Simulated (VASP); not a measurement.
Data:

```
CELL_PARAMETERS angstrom
      0.00000     1.80657     1.80657
      1.80657     0.00000     1.80657
      1.80657     1.80657     0.00000
ATOMIC_POSITIONS crystal
  B  0.00000 0.00000 0.00000
  N  0.25000 0.25000 0.25000
```

Computed with r2SCAN meta-GGA, VASP's PBE PAW potentials (set 64) (plane waves; VASP). Run with 520 eV cut-off, 14×14×14 Γ-centred mesh, tetrahedra with Blöchl corrections, potentials B N.

Task: Predict the energy per atom (σ→0), band gap (over mesh and band path) with the smallest direct gap where there is one.

Result: 
```yaml
band gap (over mesh and band path): 4.98 eV
smallest direct gap (over mesh and band path): 9.53 eV
energy per atom (σ→0): -9.586 eV/atom
```

The compound is BN in the zinc blende structure. It was relaxed first.
